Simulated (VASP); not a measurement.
Calculation: PBE GGA with D3 dispersion (Becke-Johnson damping), VASP's PBE PAW potentials (set 64) (plane waves; VASP 6.6.1).

VASP ran on this input.

### INCAR
```
GGA = PE   # PBE
ALGO = Normal   # blocked Davidson
EDIFF = 1E-7   # SCF stop (eV)
ISMEAR = 0   # Gaussian
ISIF = 2   # forces and stress, cell fixed
ENCUT = 520   # plane-wave cut-off (eV)
SYSTEM = SrTe
LCHARG = .False.
LMAXMIX = 4
LWAVE = .False.
IVDW = 12
SIGMA = 0.05   # width (eV)
NELM = 100   # most electronic steps
PREC = Accurate
LASPH = .True.
LREAL = .False.
```

KPOINTS:
```
kpoints
0
G
 7 7 7
```

### POSCAR
```
SrTe
1
    0.0000000000     3.2788629579     3.2788629579
    3.2788629579     0.0000000000     3.2788629579
    3.2788629579     3.2788629579     0.0000000000
Sr Te
1 1
Direct
  0.0000000000   0.0000000000   0.0000000000
  0.5000000000   0.5000000000   0.5000000000
```

POTCAR, in this order: Sr_sv Te (PBE.64 set). Program: vasp_std.

Task: What will the output report for the number of irreducible k-points (NKPTS), largest plane-wave count, number of space-group operations, FFT grid (NGX, NGY, NGZ)?

Result: 
```yaml
number of irreducible k-points (NKPTS): 20
largest_plane_wave_count: 1917
number_of_space_group_operations: 48
FFT grid (NGX, NGY, NGZ): 36 × 36 × 36
```

The compound is SrTe in the rock salt structure. This cell is one point of a volume scan, at 0.97 of the reference volume.
